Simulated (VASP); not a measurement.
All values below come from PBEsol GGA, VASP's PBE PAW potentials (set 64) (plane waves; VASP 6.6.1).

A VASP calculation is set up with these files.

**INCAR**
```
# general
SYSTEM  = SiC
PREC    = Accurate
ENCUT   = 600   # plane-wave cut-off (eV)
LREAL   = .FALSE.   # projection in real space or not
LASPH   = .TRUE.   # aspherical one-centre terms

# electronic loop
EDIFF   = 1E-7   # SCF stop (eV)
NELM    = 100   # most electronic steps
ALGO    = Normal   # blocked Davidson

# smearing
ISMEAR  = 0   # Gaussian
SIGMA   = 0.05   # width (eV)

# functional
GGA     = PS   # PBEsol

# ions
IBRION  = 2   # conjugate gradients
NSW     = 40
ISIF    = 3
EDIFFG  = -0.01
PSTRESS = 50

# output
LWAVE   = .FALSE.
LCHARG  = .FALSE.
```

**KPOINTS**
```
Automatic
0
G
10 10 10
0 0 0
```

### POSCAR
```
SiC
1
    0.0000000000     2.1800000000     2.1800000000
    2.1800000000     0.0000000000     2.1800000000
    2.1800000000     2.1800000000     0.0000000000
Si C
1 1
Direct
  0.0000000000   0.0000000000   0.0000000000
  0.2500000000   0.2500000000   0.2500000000
```

POTCAR, in this order: Si C (PBE.64 set). Program: vasp_std.

What will the output report for the number of irreducible k-points (NKPTS), number of bands (NBANDS), largest plane-wave count, number of space-group operations, FFT grid (NGX, NGY, NGZ)?

| Item | Value |
|---|---|
| number of irreducible k-points (NKPTS) | 47 |
| number of bands (NBANDS) | 8 |
| largest plane-wave count | 701 |
| number of space-group operations | 24 |
| FFT grid (NGX, NGY, NGZ) | 28 × 28 × 28 |

The compound is SiC in the zinc blende structure. This run relaxes it under an external pressure of 5 GPa. Symmetry was kept, so distortions that lower it aren't found.
